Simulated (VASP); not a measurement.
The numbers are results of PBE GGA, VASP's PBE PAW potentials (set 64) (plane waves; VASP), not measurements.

Input for VASP

### INCAR
```
LASPH = .TRUE.   ! aspherical one-centre terms
NELM = 100   ! most electronic steps
ENCUT = 300
LMAXMIX = 4
ALGO = Normal   ! blocked Davidson
LORBIT = 11   ! lm-projected
LCHARG = .FALSE.
LREAL = .FALSE.
ISMEAR = -1
SIGMA = 0.1   ! width (eV)
ISPIN = 2   ! spin-polarised
SYSTEM = FeNi3
PREC = Accurate
LWAVE = .FALSE.
ISIF = 2   ! forces and stress, cell fixed
EDIFF = 1E-6
GGA = PE
```

KPOINTS:
```
Automatic mesh
0
Gamma
 4 4 4
```

**POSCAR**
```
FeNi3
7.179510
  0.5000000000   0.0000000000   0.0000000000
  0.0000000000   0.5000000000   0.0000000000
  0.0000000000   0.0000000000   0.5000000000
Fe Ni
1 3
Cartesian
  0.0000000000   0.0000000000   0.0000000000
  0.0000000000   0.2500000000   0.2500000000
  0.2500000000   0.0000000000   0.2500000000
  0.2500000000   0.2500000000   0.0000000000
```

POTCAR, in this order: Fe Ni (PBE.64 set). Program: vasp_std. The INCAR's line for the spin-polarised start is left out here.

### Question
What will the output report for the number of irreducible k-points (NKPTS), largest plane-wave count, number of space-group operations, FFT grid (NGX, NGY, NGZ)?

### Answer

| Quantity | Value |
|---|---|
| number of irreducible k-points (NKPTS) | 10 |
| largest plane-wave count | 554 |
| number of space-group operations | 48 |
| FFT grid (NGX, NGY, NGZ) | 20 × 20 × 20 |

The structure comes from a computed database's FeNi3 entry; how it stands against other phases isn't given here. The cell was not relaxed at this level. The k-mesh is coarse (spacing up to 0.44 per Å, 2π included), so the numbers may not be converged in it. The run is one of a series of settings (KPOINTS 4×4×4 Γ-centred mesh against the base run), some of them coarse on purpose.
